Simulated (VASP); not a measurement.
These are PBE GGA, VASP's PBE PAW potentials (set 64) (plane waves; VASP) values and carry that method's errors.

A VASP calculation is set up with these files.

File POSCAR:
```
Te
1.0
  2.1854000000  -3.7852240000   0.0000000000
  2.1854000000   3.7852240000   0.0000000000
  0.0000000000   0.0000000000   5.8114000000
Te
3
Cartesian
  0.5747602000   0.9955139120   3.8742686038
  3.2212796000  -0.0000000000   0.0000000000
  0.5747602000  -0.9955139120   1.9371313962
```

### KPOINTS
```
kpoints
0
Gamma
5 5 4
0 0 0
```

### INCAR
```
ALGO = Normal
EDIFF = 1E-6
ENCUT = 300
GGA = PE
ISIF = 2
ISMEAR = -1
LASPH = T
LCHARG = F
LMAXMIX = 4
LREAL = F
LWAVE = F
NELM = 100
PREC = Accurate
SIGMA = 0.01
SYSTEM = Te
```

POTCAR, in this order: Te (PBE.64 set). Program: vasp_std.

The run wrote:

OUTCAR:
```
 ion  position               nearest neighbor table
   1  0.000  0.263  0.667-   2 2.78   3 2.78   2 3.43   2 3.43   3 3.43   3 3.43
   2  0.737  0.737  0.000-   3 2.78   1 2.78   3 3.43   1 3.43   1 3.43   3 3.43
   3  0.263  0.000  0.333-   2 2.78   1 2.78   2 3.43   2 3.43   1 3.43   1 3.43
  LATTYP: Found a hexagonal cell.
 ALAT       =     4.3708001430
 C/A-ratio  =     1.3295963691
 Subroutine PRICEL returns:
 Original cell was already a primitive cell.
 Subroutine GETGRP returns: Found  6 space group operations
The static configuration has the point symmetry C_2 .
 The point group associated with its full space group is D_3 .
The dynamic configuration has the point symmetry C_2 .
 Subroutine INISYM returns: Found  6 space group operations
 Subroutine IBZKPT returns following result:
 Found     17 irreducible k-points:

 Following reciprocal coordinates:
            Coordinates               Weight
  0.000000  0.000000  0.000000      1.000000
  0.200000  0.000000  0.000000      6.000000
  0.400000  0.000000  0.000000      6.000000
  0.200000  0.200000  0.000000      6.000000
  0.400000  0.200000  0.000000      6.000000
  0.000000  0.000000  0.250000      2.000000
  0.200000  0.000000  0.250000      6.000000
  0.000000  0.200000  0.250000      6.000000
  0.400000  0.000000  0.250000      6.000000
  0.000000  0.400000  0.250000      6.000000
  0.200000  0.200000  0.250000     12.000000
  0.400000  0.200000  0.250000     12.000000
  0.000000  0.000000  0.500000      1.000000
  0.200000  0.000000  0.500000      6.000000
  0.400000  0.000000  0.500000      6.000000
  0.200000  0.200000  0.500000      6.000000
  0.400000  0.200000  0.500000      6.000000
   k-points           NKPTS =     17   k-points in BZ     NKDIM =     17   number of bands    NBANDS=     13
   number of dos      NEDOS =    301   number of ions     NIONS =      3
   total plane-waves  NPLWV =  28224
   dimension x,y,z NGX =    28 NGY =   28 NGZ =   36
...
```

### OSZICAR
```
       N       E                     dE             d eps       ncg     rms          rms(c)
DAV:   1     0.564859219325E+02    0.56486E+02   -0.47852E+03   442   0.708E+02
DAV:   2    -0.570246498953E+01   -0.62188E+02   -0.60441E+02   596   0.134E+02
DAV:   3    -0.921028113496E+01   -0.35078E+01   -0.34784E+01   512   0.355E+01
DAV:   4    -0.927760057892E+01   -0.67319E-01   -0.67285E-01   584   0.588E+00
DAV:   5    -0.927844907668E+01   -0.84850E-03   -0.84849E-03   522   0.533E-01    0.140E+01
DAV:   6    -0.926083922300E+01    0.17610E-01   -0.20098E-02   457   0.972E-01    0.884E+00
DAV:   7    -0.925814331381E+01    0.26959E-02   -0.41601E-02   477   0.143E+00    0.316E-01
DAV:   8    -0.925747987255E+01    0.66344E-03   -0.73642E-03   442   0.565E-01    0.192E-01
DAV:   9    -0.925751625191E+01   -0.36379E-04   -0.22684E-04   597   0.111E-01    0.107E-01
DAV:  10    -0.925756082806E+01   -0.44576E-04   -0.42102E-05   452   0.475E-02    0.251E-02
DAV:  11    -0.925755705353E+01    0.37745E-05   -0.22191E-05   452   0.314E-02    0.183E-02
DAV:  12    -0.925755732946E+01   -0.27593E-06   -0.20254E-06   320   0.929E-03
   1 F= -.92575573E+01 E0= -.92575573E+01  d E =-.551301E-13
```

### OUTCAR
```
------------------------ aborting loop because EDIFF is reached ----------------------------------------
  FORCE on cell =-STRESS in cart. coord.  units (eV):
  Direction    XX          YY          ZZ          XY          YZ          ZX
  --------------------------------------------------------------------------------------
  Total        2.9363723      2.9363725      4.3459884      0.0000000      0.0000000      0.0000000
  in kB       48.9314864     48.9314906     72.4212229      0.0000000      0.0000000      0.0000000
  external PRESSURE =      56.7614000 kB  Pullay stress =       0.0000000 kB
  volume of cell :       96.15
      direct lattice vectors                 reciprocal lattice vectors
     2.185400000 -3.785224000  0.000000000     0.228791068 -0.132092579  0.000000000
     2.185400000  3.785224000  0.000000000     0.228791068  0.132092579  0.000000000
     0.000000000  0.000000000  5.811400000     0.000000000  0.000000000  0.172075576
 POSITION                                       TOTAL-FORCE (eV/Angst)
 -----------------------------------------------------------------------------------
      0.57476      0.99551      3.87427         0.355091      0.615035      0.000000
      3.22128      0.00000      0.00000        -0.710182     -0.000000      0.000000
      0.57476     -0.99551      1.93713         0.355091     -0.615035     -0.000000
 -----------------------------------------------------------------------------------
    total drift:                               -0.000194     -0.000397      0.000015
  FREE ENERGIE OF THE ION-ELECTRON SYSTEM (eV)
  ---------------------------------------------------
  free  energy   TOTEN  =        -9.2575573295 eV

  energy  without entropy=       -9.2575573295  energy(sigma->0) =       -9.25755733
```
(Selected blocks of OUTCAR.)

The structure is a typed Te crystal (P3_121). The cell was not relaxed at this level, and its volume differs by -5.9 % from the start's.
